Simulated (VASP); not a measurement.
Here is the system:

```xyz
2
Lattice="1.8250 -3.1610 0.0000 1.8250 3.1610 0.0000 0.0000 0.0000 5.7300" Properties=species:S:1:pos:R:3 pbc="T T T"
Y      1.8250     1.0537     1.4325
Y      1.8250    -1.0537     4.2975
```

Method: PBEsol GGA, VASP's PBE PAW potentials (set 64) (plane waves; VASP 6.6.1). Run with 400 eV cut-off, 10×10×6 Γ-centred mesh, first-order Methfessel-Paxton smearing of 0.10 eV, potentials Y_sv.

Energy and stress use the plane-wave basis of the starting cell.

Q: The ions, cell shape and volume are relaxed. Which structure does the run end with?

A: 
```xyz
2
Lattice="1.8019 -3.1209 0.0000 1.8019 3.1209 0.0000 0.0000 0.0000 5.5470" Properties=species:S:1:pos:R:3 pbc="T T T"
Y      1.8019     1.0403     1.3868
Y      1.8019    -1.0403     4.1603
```
Space group P6_3/mmc (194), at a tolerance of 0.03 Å.

Q: How do energy and volume change from the first to the last step?

A: The energy (σ→0) changes by -15.4 meV/atom and the volume by -5.6 %, in 5 ionic steps.

The compound is Y in the hcp structure. This run relaxes it. Symmetry was kept, so distortions that lower it aren't found.
